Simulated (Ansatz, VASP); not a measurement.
**In2B3 in VASP and in Ansatz**

```
In B
1.0
     3.30610    0.00000    0.00000
    -1.65305    2.86317    0.00000
     0.00000    0.00000    7.31350
In B
2 3
Direct
  0.33333 0.66667 0.19910
  0.66667 0.33333 0.80090
  0.00000 0.00000 0.00000
  0.33333 0.66667 0.51035
  0.66667 0.33333 0.48965
```

Alike in both runs: functional PBE; k mesh 12 × 12 × 6; occupations gaussian, width 0.1 eV; no spin polarisation.

Ansatz relaxed the structure, and its values are those at the end. VASP's run is a single point on that final structure, the one shown.

|  | VASP | Ansatz |
| --- | --- | --- |
| version | VASP 6.6.1 | Ansatz 0.2.0 |
| potentials or method | VASP PAW PBE potentials, release 64 (In_d, B) | scalar-relativistic, plane waves, PAW |
| plane-wave cutoff (eV) | 520 | 420 |
| valence electrons in the cell | 35 | 35 |

```tsv
	VASP	Ansatz	Ansatz less VASP
gap on the k mesh at the Fermi level (eV)	none	none	-
pressure (GPa)	0.0	0.0	0.00
```

A gap of «none» marks a metal or a gap that the smearing closes. With one functional, cell and mesh, what is left measures potentials, basis and numerics.
